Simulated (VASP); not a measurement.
An input for Ansatz (written as the equivalent of a VASP run, and not itself run):

Ansatz 0.2 input:
```yaml
crystal:
  lattice:
    - [0.0000000, 2.6125225, 2.6125225]
    - [2.6125225, 0.0000000, 2.6125225]
    - [2.6125225, 2.6125225, 0.0000000]
  atoms:
    - { symbol: Co, position: [0.0000000, 0.0000000, 0.0000000] }
    - { symbol: Si, position: [0.2500000, 0.2500000, 0.2500000] }
    - { symbol: Si, position: [0.7500000, 0.7500000, 0.7500000] }
kpoints:
  mp_grid: { grid: [10, 10, 10] }
hamiltonian:
  xc: lda
  pseudopotentials: { kind: paw }
scf:
  occupations: { method: methfessel_paxton, width: 0.1 }
  max_iter: 100
output: { forces: true, stress: true, eigenvalues: true }
```

Problem. Translate this input to VASP (INCAR, KPOINTS, POSCAR, choice of POTCAR).

Solution. Several could match; the one computed here: 
POSCAR:
```
CoSi2
3.6946650
  0.0000000000   0.7071067258   0.7071067258
  0.7071067258   0.0000000000   0.7071067258
  0.7071067258   0.7071067258   0.0000000000
Co Si
1 2
Cart
  0.0000000000   0.0000000000   0.0000000000
  0.3535533629   0.3535533629   0.3535533629
  1.0606600887   1.0606600887   1.0606600887
```

File KPOINTS:
```
Automatic
0
gamma
  10 10 10
0 0 0
```

### INCAR
```
LASPH = T   # aspherical one-centre terms
LREAL = F   # projection in real space or not
PREC = Accurate
SYSTEM = CoSi2
NELM = 100   # most electronic steps
SIGMA = 0.1
ISMEAR = 1
LCHARG = F
ISIF = 2
ALGO = Normal   # blocked Davidson
ENCUT = 520   # plane-wave cut-off (eV)
LWAVE = F
LMAXMIX = 4   # l cut-off of mixed one-centre charges
EDIFF = 1E-7
```

POTCAR, in this order: Co Si (LDA.64 set). Program: vasp_std.

Limits of the translation: each code has its own PAW files, so the cut-off isn't converted (ENCUT is set for VASP's; basis.ecutwfc is left out, and Ansatz then takes the one that its files recommend); Ansatz stops its SCF on the density residual and VASP on the energy change (EDIFF); Ansatz's lda is the Perdew-Wang form, while the LDA potentials of VASP carry Perdew-Zunger's.

The compound is CoSi2 in the fluorite structure. This cell is one point of a volume scan, at 0.97 of the reference volume.
